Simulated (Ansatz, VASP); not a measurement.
**Cross-check of Al2Ru between VASP and Ansatz**

Aim: how closely do two programs agree when they are given the same cell, functional and k mesh? The cell is taken from a series of runs on this material, whose earlier steps may have relaxed, scaled, displaced or heated it; both programs get it as it stands.

Program: Ansatz 0.2.0. Level of theory: plane waves, with VASP 6.6.1 beside it; relaxation of cell and atoms at PBEsol. Results are calculated unless marked as measured.

### Step 1. The structure

Symmetry: I4/mmm, No. 139, tetragonal system. The conventional cell has a = 3.121 Å, b = 3.121 Å, c = 8.423 Å, α = 90.00°, β = 90.00°, γ = 90.00°. Nearest to Al lie 5 Ru at 2.58 to 2.87 Å and 5 Al at 2.68 to 2.69 Å. Ru has 10 Al at 2.58 to 2.87 Å nearest. Farther neighbours are not listed.

Structure file:

```cif
data_structure
_symmetry_space_group_name_H-M 'P 1'
_symmetry_Int_Tables_number 1
_cell_length_a 4.7547
_cell_length_b 4.7547
_cell_length_c 4.7547
_cell_angle_alpha 141.680
_cell_angle_beta 141.680
_cell_angle_gamma 55.311
_cell_volume 41.02
loop_
_atom_site_label
_atom_site_type_symbol
_atom_site_fract_x
_atom_site_fract_y
_atom_site_fract_z
_atom_site_occupancy
Al1 Al 0.65909 0.65909 0.00000 1
Al2 Al 0.34091 0.34091 0.00000 1
Ru3 Ru 0.00000 0.00000 0.00000 1
```

### Step 2. VASP: relaxation of cell and atoms, PBEsol, pair 1

The relaxed volume is the usual yardstick between codes: in a stiff, nearly cubic crystal its relative difference is about their pressure difference at one cell divided by the bulk modulus.

Lines of VASP's logs that name or quote its potential files are left out, and so is its time.

INCAR

```
SYSTEM = Al2Ru
PREC = Accurate
ENCUT = 500
EDIFF = 1E-07
NELM = 120
ISMEAR = 1
SIGMA = 0.2
LREAL = .FALSE.
ALGO = Normal
GGA = PS
NBANDS = 16
LASPH = .TRUE.
LORBIT = 11
LWAVE = .FALSE.
LCHARG = .FALSE.
ISIF = 3
IBRION = 2
NSW = 80
EDIFFG = -0.005
GGA_COMPAT = .FALSE.
NELMIN = 4
```

POSCAR

```
Al2Ru
1.0
   -1.5605260000      1.5605260000      4.2114860000
    1.5605260000     -1.5605260000      4.2114860000
    1.5605260000      1.5605260000     -4.2114860000
Al Ru
2 1
Direct
    0.6590885616      0.6590885616      0.0000000000
    0.3409114384      0.3409114384      0.0000000000
    0.0000000000      0.0000000000      0.0000000000
```

KPOINTS

```
Automatic mesh
0
Gamma
12 12 12
0 0 0
```

The projector-augmented-wave data sets are Al and Ru_pv (PBE family, release 64).

Run with:

```console
$ mpirun -np 1 vasp_std
```

Numbers of over 12 decimals in the logs are rounded to 6 here.

The program printed:

```text
[banner, memory and clock lines left out]
running    1 mpi-ranks, on    1 nodes
 distrk:  each k-point on    1 cores,    1 groups
 distr:  one band on    1 cores,    1 groups

 POSCAR found type information on POSCAR AlRu
 POSCAR found :  2 types and       3 ions
|                                                                             |
|               ----> ADVICE to this user running VASP <----                  |
|                                                                             |
|     You enforced a specific xc type in the INCAR file but a different       |
|     [... a line on the potential file left out ...]
|     I HOPE YOU KNOW WHAT YOU ARE DOING!                                     |
|                                                                             |

 LDA part: xc-table for (Slater+PW92), standard interpolation
 POSCAR, INCAR and KPOINTS ok, starting setup
 FFT: planning ... GRIDC
 FFT: planning ... GRID_SOFT
 FFT: planning ... GRID
 WAVECAR not read
 entering main loop
       N       E                     dE             d eps       ncg     rms          rms(c)
DAV:   1     0.110167720027E+03    0.11017E+03   -0.10550E+04  5432   0.112E+03
DAV:   2    -0.193454225539E+02   -0.12951E+03   -0.12620E+03  6344   0.287E+02
DAV:   3    -0.213063391327E+02   -0.19609E+01   -0.19561E+01  6456   0.371E+01
DAV:   4    -0.213228617121E+02   -0.16523E-01   -0.16521E-01  6656   0.348E+00
DAV:   5    -0.213232056044E+02   -0.34389E-03   -0.34389E-03  6768   0.433E-01    0.138E+01
DAV:   6    -0.207155793321E+02    0.60763E+00   -0.74204E+00  5560   0.233E+01    0.394E+00
DAV:   7    -0.203952311340E+02    0.32035E+00   -0.18736E+00  5512   0.116E+01    0.293E+00
DAV:   8    -0.203322162777E+02    0.63015E-01   -0.13813E-01  6016   0.346E+00    0.571E-01
DAV:   9    -0.203278115953E+02    0.44047E-02   -0.54131E-03  6656   0.466E-01    0.266E-01
DAV:  10    -0.203276426676E+02    0.16893E-03   -0.13217E-03  6096   0.326E-01    0.900E-02
DAV:  11    -0.203275853555E+02    0.57312E-04   -0.45359E-04  5880   0.196E-01    0.445E-02
DAV:  12    -0.203275782863E+02    0.70692E-05   -0.33924E-05  6616   0.539E-02    0.486E-03
DAV:  13    -0.203275779991E+02    0.28720E-06   -0.78011E-07  7176   0.709E-03    0.174E-03
DAV:  14    -0.203275779378E+02    0.61359E-07   -0.52943E-08  3880   0.182E-03
   1 F= -.20327578E+02 E0= -.20328577E+02  d E =-.203276E+02
 curvature:   0.00 expect dE= 0.000E+00 dE for cont linesearch  0.000E+00
 trial: gam= 0.00000 g(F)=  0.940E-05 g(S)=  0.341E-04 ort = 0.000E+00 (trialstep = 0.100E+01)
 search vector abs. value=  0.435E-04
 bond charge predicted
       N       E                     dE             d eps       ncg     rms          rms(c)
DAV:   1    -0.203281516403E+02   -0.57364E-03   -0.80025E-03  5440   0.958E-01    0.208E-01
DAV:   2    -0.203278565420E+02    0.29510E-03   -0.59000E-03  5520   0.679E-01    0.134E-01
DAV:   3    -0.203275784233E+02    0.27812E-03   -0.96152E-04  5496   0.270E-01    0.177E-02
DAV:   4    -0.203275734139E+02    0.50094E-05   -0.28088E-05  6000   0.359E-02    0.533E-03
DAV:   5    -0.203275734258E+02   -0.11911E-07   -0.18989E-06  6928   0.115E-02    0.490E-03
DAV:   6    -0.203275731125E+02    0.31324E-06   -0.46730E-07  6128   0.535E-03    0.541E-04
DAV:   7    -0.203275731152E+02   -0.26362E-08   -0.85584E-09  2928   0.668E-04
   2 F= -.20327573E+02 E0= -.20328579E+02  d E =0.482261E-05
 trial-energy change:    0.000005  1 .order    0.000002   -0.000043    0.000048
 step:   0.4353(harm=  0.4731)  dis= 0.00021  next Energy=   -20.327587 (dE=-0.926E-05)
 bond charge predicted
       N       E                     dE             d eps       ncg     rms          rms(c)
DAV:   1    -0.203277690780E+02   -0.19597E-03   -0.25499E-03  5424   0.540E-01    0.118E-01
DAV:   2    -0.203276713712E+02    0.97707E-04   -0.18495E-03  5512   0.381E-01    0.750E-02
DAV:   3    -0.203275870964E+02    0.84275E-04   -0.30009E-04  5488   0.151E-01    0.101E-02
DAV:   4    -0.203275863984E+02    0.69803E-06   -0.86636E-06  5944   0.206E-02    0.319E-03
DAV:   5    -0.203275866946E+02   -0.29623E-06   -0.41695E-07  6992   0.523E-03    0.265E-03
DAV:   6    -0.203275868984E+02   -0.20378E-06   -0.10490E-07  3936   0.245E-03    0.266E-04
DAV:   7    -0.203275868953E+02    0.30868E-08   -0.43690E-09  2752   0.491E-04
   3 F= -.20327587E+02 E0= -.20328589E+02  d E =-.895755E-05
 curvature:  -0.24 expect dE=-0.519E-06 dE for cont linesearch -0.411E-07
 trial: gam=-0.01266 g(F)=  0.506E-06 g(S)=  0.170E-05 ort = 0.276E-05 (trialstep = 0.887E+00)
 search vector abs. value=  0.214E-05
 reached required accuracy - stopping structural energy minimisation
```

Parts of OUTCAR (step 2):

```text
ion  position               nearest neighbor table
   1  0.659  0.659  0.000-   3 2.58   3 2.58   3 2.58   3 2.58   2 2.68   2 2.69   2 2.69   2 2.69
                             2 2.69   3 2.87
   2  0.341  0.341  0.000-   3 2.58   3 2.58   3 2.58   3 2.58   1 2.68   1 2.69   1 2.69   1 2.69
                             1 2.69   3 2.87
   3  0.000  0.000  0.000-   1 2.58   1 2.58   1 2.58   2 2.58   1 2.58   2 2.58   2 2.58   2 2.58
                             1 2.87   2 2.87

  LATTYP: Found a body centered tetragonal cell.
 ALAT       =     3.1210520000
 C/A-ratio  =     2.6987605461

 Subroutine GETGRP returns: Found 16 space group operations
 (whereof 16 operations were pure point group operations)

The static configuration has the point symmetry D_4h.

 Found    163 irreducible k-points:

   k-points           NKPTS =    163   k-points in BZ     NKDIM =    163   number of bands    NBANDS=     16

   dimension x,y,z NGX =    36 NGY =   36 NGZ =   36
   dimension x,y,z NGXF=    72 NGYF=   72 NGZF=   72

   ENCUT  =  500.0 eV  36.75 Ry    6.06 a.u.   8.67  8.67  8.67*2*pi/ulx,y,z

   NELECT =      20.0000    total number of electrons

 k-points in reciprocal lattice and weights: Automatic mesh
   0.00000000  0.00000000  0.00000000       0.001
   0.08333333  0.00000000 -0.00000000       0.005
   0.16666667  0.00000000  0.00000000       0.005
   0.25000000  0.00000000  0.00000000       0.005
   0.33333333 -0.00000000  0.00000000       0.005
   0.41666667  0.00000000 -0.00000000       0.005
   0.50000000  0.00000000  0.00000000       0.002
   0.08333333  0.08333333 -0.00000000       0.005
   0.16666667  0.08333333 -0.00000000       0.009
[...]
-0.41666667 -0.41666667  0.41666667       0.001
   0.50000000  0.50000000  0.50000000       0.001

 average (electrostatic) potential at core
       1 -69.1408       2 -69.1408       3 -68.8990

 E-fermi :  10.5633

 k-point     1 :       0.0000    0.0000    0.0000
  band No.  band energies     occupation
    ...
      6       6.7007      2.00000
      7       8.5470      2.00000
      8       8.5470      2.00000
      9       8.5953      2.00000
     10       9.5755      2.00000
     11      12.9688     -0.00000
     12      15.2070      0.00000
     13      16.6504      0.00000
     14      16.6504      0.00000
     15      16.7968      0.00000
    ...

 k-point     2 :       0.0833    0.0000   -0.0000
  band No.  band energies     occupation
    ...
      6       6.7456      2.00000
      7       7.9017      2.00000
      8       8.5816      2.00000
      9       9.1210      2.00000
     10       9.4336      2.00000
     11      13.0078     -0.00000
     12      14.6447      0.00000
     13      16.0218      0.00000
     14      16.4892      0.00000
     15      16.8404      0.00000
    ...

 k-point     3 :       0.1667    0.0000    0.0000
  band No.  band energies     occupation
    ...
      6       6.8343      2.00000
      7       7.2903      2.00000
      8       8.6764      2.00000
      9       9.0847      2.00000
     10       9.3142      2.00000
     11      13.0476     -0.00000
     12      13.6956     -0.00000
     13      15.1455      0.00000
     14      16.4881      0.00000
     15      17.1481      0.00000
    ...

  Total       -0.0064718     -0.0064718      0.0046768      0.0000000      0.0000000     -0.0000000
  in kB       -0.2526347     -0.2526347      0.1825638      0.0000000      0.0000000     -0.0000000
  external PRESSURE =      -0.1075685 kB  Pullay stress =       0.0000000 kB

  energy-cutoff  :      500.00
  volume of cell :       41.04
      direct lattice vectors                 reciprocal lattice vectors
    -1.560663413  1.560663413  4.212737268     0.000000000  0.320376576  0.118687677
     1.560663413 -1.560663413  4.212737268     0.320376576  0.000000000  0.118687677
     1.560663413  1.560663413 -4.212737268     0.320376576  0.320376576  0.000000000

 POSITION                                       TOTAL-FORCE (eV/Angst)
 -----------------------------------------------------------------------------------
      0.00000      0.00000      5.55334         0.000000      0.000000      0.002290
      0.00000      0.00000      2.87213        -0.000000     -0.000000     -0.002290
      0.00000      0.00000      0.00000        -0.000000     -0.000000      0.000000
 -----------------------------------------------------------------------------------
    total drift:                               -0.000000     -0.000000      0.000000

  FREE ENERGIE OF THE ION-ELECTRON SYSTEM (eV)
  ---------------------------------------------------
  free  energy   TOTEN  =       -20.3275868953 eV

  energy  without entropy=      -20.3305932858  energy(sigma->0) =      -20.32858903

 reached required accuracy - stopping structural energy minimisation

 total charge
# of ion       s       p       d       tot
------------------------------------------
    1        0.401   0.413   0.000   0.814
    2        0.401   0.413   0.000   0.814
    3        0.333   6.288   6.162  12.783
--------------------------------------------------
tot          1.136   7.113   6.162  14.411

[... 3 further parts left out ...]
```

The run keeps the 16 symmetry operations of its start, so it cannot find a distortion of lower symmetry.

### Step 3. Ansatz: relaxation of cell and atoms, PBEsol, pair 1

Ansatz runs on its PAW soft_1 files.

The same cell, functional, mesh and smearing now go to Ansatz, which takes its cutoff from its data sets.

input.yaml

```yaml
crystal:
  lattice:
    - [-1.5605263947, 1.5605263947, 4.2114862252]
    - [1.5605263947, -1.5605263947, 4.2114862252]
    - [1.5605263947, 1.5605263947, -4.2114862252]
  atoms:
    - { symbol: Al, position: [0.6590885447, 0.6590885447, 0.0] }
    - { symbol: Al, position: [0.3409114553, 0.3409114553, 0.0] }
    - { symbol: Ru, position: [0.0, 0.0, 0.0] }
kpoints:
  mp_grid: { grid: [12, 12, 12] }
hamiltonian:
  xc: pbesol
  pseudopotentials: { kind: paw, azcp: { folder: soft_1 }, xc_functional: pbe }
scf:
  occupations: { method: methfessel_paxton, width: 0.2 }
output:
  forces: true
  stress: true
  eigenvalues: true
relax:
  adjacent_minimum: "off"
  f_tol: 0.001
  max_steps: 60
  cell: { stress_tol: 0.01 }
```

Run with:

```console
$ ansatz run input.yaml --threads 4 --pin off --max-ram 12288MiB --backend cpu --events-out ev --progress --plain --runs-dir out
```

The program printed:

```text
basis.fft_grid_basis auto: the FFT boxes are laid along the combinations [[1, 0, 1], [0, 1, 1], [0, 0, 1]] of the cell's own vectors, 3.121, 3.121 and 4.755 Å long. The dense box has 24×24×32 points. Along the cell's own vectors, as sized, it would have 32×32×32, 1.78 times as many. Of the 16 symmetry operations that the crystal satisfies within crystal.symmetry.tolerance (time reversal apart; of a slab, those that k [...]
Engine: ansatz 0.2.0, x86_64-unknown-linux-gnu
Pseudopotentials: kind: paw
Pseudopotential: Al, paw, valence charge 3, recommended cutoff 420 eV (normal), soft_1/Al.paw.azcp
Pseudopotential: Ru, paw, valence charge 16, recommended cutoff 420 eV (normal), soft_1/Ru.paw.azcp
Functional definition: PBEsol
  exchange = pbesol_x
  correlation = pbesol_c
Crystal: 3 atoms, lattice volume = 41.024 Å³
Basis set: ecut = 420 eV, 795 PW (Γ), FFT grids on a1+a3, a2+a3, a3, exchange–correlation on 48×48×64 points (8 copies of the dense FFT grid, shifted against one another)
Bands: 15, of which v1, the nominal top of the filled ones, is band 11 counted from 1 (10 counted from 0)
Symmetry: 16 space group operations
Space group: I4/mmm (ITA 139), of the structure as read, at distance tolerance 3.4e-5 Å
k-points: 163 of 1728
Non-local potential: Al, projectors of the file, l = 0: 2, l = 1: 2, l = 2: 1
Non-local potential: Ru, projectors of the file, l = 0: 3, l = 1: 2, l = 2: 2, l = 3: 1
PAW form: soft (Blöchl's): semilocal exchange-correlation on the pseudo side does not see the compensation charge
PAW frozen core: Al, regenerated for the run's functional, and the local potential with it (the file was generated under x = pbe(κ = 0.804, μ = 0.219515), c = pbe(β = 0.066725))
PAW frozen core: Ru, regenerated for the run's functional, and the local potential with it (the file was generated under x = pbe(κ = 0.804, μ = 0.219515), c = pbe(β = 0.066725))
PAW one-centre angular grid: Al, 110 points (default); XC on 64 Gauss nodes
PAW one-centre angular grid: Ru, 590 points (default); XC on 64 Gauss nodes
Initial density: superposition of atomic densities (chi_scale 0.1, normalization cell, long waves kept (reshape's long-wave potential 0.00 eV rms))
Initial wavefunctions: pseudopotential atomic-orbital guess
Functional: x = pbesol(κ = 0.804, μ = 0.123457), c = pbesol(β = 0.046)
SCF iter   1: F=—  HF=-6869.375471 eV  |F-HF|=—  |Δ(HF+E_count)|=         —  Δρ=1.26e-1  dr2=8.79e0  ethr=3.10e-3  ⟨swp⟩=5.0  Hψ=12291  notcnv=0
preconditioner: auto → none  [insulator: Δε(μ)=0.393 eV  Ē_g=7.350 eV  σ=0.200 eV  W_gap=0.60  n_scr=10 (ndim 8)  ℏωp=21.7 eV  f_vac=0.000  D(μ)=0.09/eV (n_scr^D=0)  ε∞_Penn≈9.7]
SCF iter   2: F=—  HF=-6867.719489 eV  |F-HF|=—  |Δ(HF+E_count)|=    1.66e0  S|Δr|=    0.00e0  Δρ=3.15e-2  dr2=4.03e-1  ethr=3.10e-3  ⟨swp⟩=2.0  Hψ=6145  notcnv=0
SCF iter   3: F=—  HF=-6867.621735 eV  |F-HF|=—  |Δ(HF+E_count)|=   9.78e-2  S|Δr|=    0.00e0  Δρ=6.82e-3  dr2=8.34e-3  ethr=1.83e-3  ⟨swp⟩=1.6  Hψ=3231  notcnv=0
SCF iter   4: F=—  HF=-6867.618065 eV  |F-HF|=—  |Δ(HF+E_count)|=   3.67e-3  S|Δr|=    0.00e0  Δρ=8.58e-4  dr2=5.26e-4  ethr=3.79e-5  ⟨swp⟩=2.2  Hψ=4618  notcnv=0
SCF iter   5: F=—  HF=-6867.617884 eV  |F-HF|=—  |Δ(HF+E_count)|=   1.81e-4  S|Δr|=    0.00e0  Δρ=1.95e-4  dr2=6.62e-6  ethr=2.39e-6  ⟨swp⟩=2.0  Hψ=3313  notcnv=0
SCF iter   6: F=—  HF=-6867.617879 eV  |F-HF|=—  |Δ(HF+E_count)|=   5.28e-6  S|Δr|=    0.00e0  Δρ=6.24e-5  dr2=1.82e-6  ethr=3.01e-8  ⟨swp⟩=2.0  Hψ=4121  notcnv=0
SCF iter   7: F=-6867.617878 eV  HF=-6867.617878 eV  |F-HF|=1.58e-10  |Δ(HF+E_count)|=   3.00e-7  S|Δr|=    0.00e0  Δρ=3.80e-6  dr2=1.74e-9  ethr=4.55e-10  ⟨swp⟩=3.0  Hψ=9668  notcnv=0
SCF 1 converged in 7 iterations: F = -6867.617878 eV  dr2 = 1.74e-9
  greatest PAW one-centre occupation: 1.000 electrons in one spin orbital (limit 2), on the Ru atom at site 2 (counted from 0), in its partial waves of l = 0
relax step   1: F+E_penalty+E_count = -6867.61787837 eV  Δ(F+E_penalty+E_count) = +0.000e0 eV  max|allowed force component| = 8.461e-3 eV/Å  Δτ_max = 0.0000 Å  P = -0.025 GPa  Ω = 41.024 Å³  (7 SCF iters, dr2 threshold 1.00e-7 eV, accepted)
[...]
relax step   2: F+E_penalty+E_count = -6867.61788810 eV  Δ(F+E_penalty+E_count) = -9.729e-6 eV  max|allowed force component| = 3.014e-3 eV/Å  Δτ_max = 0.0005 Å  P = +0.008 GPa  Ω = 41.013 Å³  energy of the carried Pulay correction = +6.263e-6 eV  (4 SCF iters, dr2 threshold 5.61e-9 eV, accepted)
[...]
relax step   3: F+E_penalty+E_count = -6867.61788779 eV  Δ(F+E_penalty+E_count) = +3.043e-7 eV  max|allowed force component| = 3.030e-4 eV/Å  Δτ_max = 0.0001 Å  P = +0.000 GPa  Ω = 41.016 Å³  energy of the carried Pulay correction = +4.732e-6 eV  (3 SCF iters, dr2 threshold 1.96e-9 eV, accepted)
[...]
relax step   4: F+E_penalty+E_count = -6867.61788490 eV  Δ(F+E_penalty+E_count) = +2.890e-6 eV  max|allowed force component| = 2.916e-4 eV/Å  Δτ_max = 0.0000 Å  P = +0.000 GPa  Ω = 41.016 Å³  stress off target by 9.79e-3 GPa  SCF on the basis re-selected at this cell (its energy is not comparable with the rows above)  (5 SCF iters)
basis re-selected at this cell: Δ(F+E_penalty+E_count) = +2.890e-6 eV, ΔP = -0.000 GPa vs the last step (what re-selecting the basis moved, of the pressure what is left beyond the Pulay correction that the steps carried, after the strain that the cell walked since its last selection, with what the two solves' SCF thresholds leave and, on support functions, any second-order correction that the steps lacked; it is no m [...]
SCF converged after 5 iterations
Stability not checked: this state was not tested for a lower state beside it, because cold or Methfessel-Paxton smearing, or corrected tetrahedra, fill the levels in a way that the test cannot read (fill_not_monotonic; see scf.lower_state_search)
Free energy (F): -6867.617885 eV
Harris-Foulkes:  -6867.617885 eV  (|F-HF|=1.82e-12)
Internal energy: -6867.620903 eV  (E = F + TS)
E sigma→0 (E₀):  -6867.618639 eV
Entropy (-TS):   0.003018 eV (1.006 meV/atom)
Fermi energy:    13.993616 eV
Step filling:    the computed levels leave a gap of 0.0750 eV = 0.4 smearing widths at the electron count; against every level under it full and every level over it empty, smearing changes F+E_penalty+E_count by +1.386 meV and its σ→0 estimate by +0.632 meV
--- Per-component energies (eV) ---
  E_band       = -146.761190
  E_kinetic    = 512.008546
  E_local      = -2155.311300  (includes V_loc(G=0)·N_el)
  E_nonlocal   = 436.088755
  E_hartree    = 816.620580
  E_xc         = -246.850550
  E_vxc        = -277.016599  (∫ρ·V_xc dr)
  E_paw        = -4354.983988  (= ΣΔE_a)
  E_vpaw       = -295.772381  (= ΣTr[D̂ρ^β])
  E_aug_tail   = 0.000653  (compensation charges beyond the density's cutoff)
  E_ewald      = -1875.485175
  E_core_change = 0.291575  (= ΣΔE_core)
  E_smearing   = 0.003018  (= −TS)
  E_closure    = 0.000000  (closes the sum)
  Σ components = -6867.617885   (vs F -6867.617885, Δ=0.00e0)
--- Forces (eV/Å), atoms counted from 1 ---
  atom   1  Al    -0.00000000     0.00000000     0.00029157
  atom   2  Al    -0.00000000    -0.00000000    -0.00029157
  atom   3  Ru    -0.00000000     0.00000000     0.00000000
  max |Σ_I F_I| component: 1.04e-17 eV/Å
--- Stress (GPa, compression-positive) ---
       -0.004686       0.000000       0.000000
        0.000000      -0.004686      -0.000000
        0.000000       0.000000       0.009785
  P = ⅓ Tr σ = 0.0001 GPa (0.001 kbar)
--- Band table (eV; the first three rows and the last of 163) ---
  k-point 0: bands = [... 7 lower, 11.9736, 11.9736, 12.0224, 13.0060, 16.3997, 18.6209, 20.0666, 20.0666]
  k-point 1: bands = [... 7 lower, 11.1964, 11.6760, 12.7114, 12.9659, 16.3564, 17.9471, 19.0294, 19.7153]
  k-point 2: bands = [... 7 lower, 10.6406, 10.9636, 11.9557, 13.8719, 16.3111, 17.2177, 17.8250, 19.0025]
  k-point 162: bands = [... 7 lower, 11.3465, 12.4128, 12.4128, 13.0321, 17.1172, 17.1172, 20.2615, 20.4904]
--- Relaxed structure (3 steps of the walk, 3 accepted, 1 SCFs on fresh bases) ---
  F+E_penalty+E_count = -6867.61788490 eV   max|allowed force component| = 2.916e-4 eV/Å   (the final SCF, on the basis selected at the relaxed cell)
  cell:  # Å, volume = 41.0160 Å³
    - [-1.560345, 1.560345, 4.211643]
    - [1.560345, -1.560345, 4.211643]
    - [1.560345, 1.560345, -4.211643]
  atoms:
    - { symbol: Al, position: [0.659133, 0.659133, 0] }
    - { symbol: Al, position: [0.340867, 0.340867, 0] }
    - { symbol: Ru, position: [0, 0, 0] }
```

In the SCF lines HF is the Harris–Foulkes energy and dr2 the Hartree energy of the density residual, in eV; the loop may stop once dr2 is under the threshold and the program's other checks hold. Hψ counts applications of the Hamiltonian.

[end of part 1 of 2]

[Lines on the potential files, build, host, timing and source positions are cut from VASP's logs without a mark.]

[Logs are printed without paths, hosts, clocks, repeated set-up lines and the standing remarks that a program may print on its own settings, such as how far it seeks lower states.]

[Hosts, paths, dates, database ids (printed as entryN), source tags and the programs' standing remarks are cut or masked in the printed files.]
